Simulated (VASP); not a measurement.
OSZICAR of a VASP run on Pb (fcc):

OSZICAR:
```
       N       E                     dE             d eps       ncg     rms          rms(c)
DAV:   1     0.100810008546E+03    0.10081E+03   -0.73217E+03  2311   0.150E+03
DAV:   2     0.523838584711E+00   -0.10029E+03   -0.98471E+02  2339   0.326E+02
DAV:   3    -0.390924595551E+01   -0.44331E+01   -0.44115E+01  2708   0.797E+01
DAV:   4    -0.401355094309E+01   -0.10430E+00   -0.10432E+00  2751   0.131E+01
DAV:   5    -0.401795833627E+01   -0.44074E-02   -0.44083E-02  2889   0.246E+00    0.590E-01
DAV:   6    -0.400410822880E+01    0.13850E-01   -0.20938E-02  2789   0.282E+00    0.277E-01
DAV:   7    -0.400063460221E+01    0.34736E-02   -0.84363E-03  2696   0.167E+00    0.898E-02
DAV:   8    -0.400041057355E+01    0.22403E-03   -0.37018E-04  3348   0.394E-01    0.984E-03
DAV:   9    -0.400040709849E+01    0.34751E-05   -0.76075E-06  2841   0.570E-02    0.450E-03
DAV:  10    -0.400040731922E+01   -0.22073E-06   -0.46079E-07  2549   0.723E-03    0.131E-04
DAV:  11    -0.400040729856E+01    0.20664E-07   -0.95172E-09  1426   0.142E-03
   1 F= -.40004073E+01 E0= -.40004073E+01  d E =0.000000E+00
```

Task: Which electronic solver shows in the log?

Result: It is blocked Davidson (ALGO = Normal, or the opening steps of other solvers). The INCAR had ALGO = Normal.

Task: Can the final energy be trusted as converged?

Result: The calculation finished and met its thresholds. It stopped with EDIFF = 1E-7, NELM = 100 (PBEsol GGA, plane waves, VASP's PBE PAW potentials (set 64)).

The compound is Pb in the fcc structure. It was relaxed first.
